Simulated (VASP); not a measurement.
Wanted: the native input for a VASP 6.6.1 run.

| Property | Result |
| --- | --- |
| Task | relaxation of the atoms |
| Functional | LDA |
| Potentials or basis | VASP PAW LDA potentials, release 64 (W_sv) |
| Cutoff | 600 eV |
| k mesh | 16 × 16 × 16 |
| Occupations | methfessel-paxton, width 0.1 eV |
| Spin | no spin polarisation |
| Further INCAR settings | ALGO = Fast; EDIFF = 1e-07; IBRION = 2; EDIFFG = -0.01; NSW = 40 |

The structure of W lies in POSCAR:

```
W                                       
1.0
   -1.5492133116      1.5492133116      1.5492133116
    1.5492133116     -1.5492133116      1.5492133116
    1.5492133116      1.5492133116     -1.5492133116
  W             
     1
Direct
     0.0000000000000000    0.0000000000000000    0.0000000000000000
```

The cell isn't the ideal one: a relaxed cell with its volume scaled by 0.96.

The input as run:

INCAR

```
PREC = Accurate ; ENCUT = 600
EDIFF = 1E-7 ; ISMEAR = 1
SIGMA = 0.1 ; LREAL = False
LASPH = True ; NELM = 80
ALGO = Fast ; ISIF = 2
LWAVE = False ; LCHARG = False
GGA = CA ; IBRION = 2
NSW = 40 ; EDIFFG = -0.01
```

KPOINTS

```
regular mesh
0
Gamma
  16 16 16
```

Potentials or basis: VASP PAW LDA potentials, release 64 (W_sv).

Command:

```bash
$ cat potpaw_LDA.64/W_sv/POTCAR > POTCAR
$ mpirun -np 1 vasp_std > vasp.out
```

Results of the run:

```json
{
  "Pressure after relaxing": "15.1 GPa",
  "Band gap on the k mesh": "none (metal or under the smearing width)"
}
```

Caveat: the relaxation stopped at its first step, so nothing moved.

Wall time 21 s on 1 thread of AMD EPYC 9R14 (Zen 4) (shared host), peak memory 0.12 GiB.
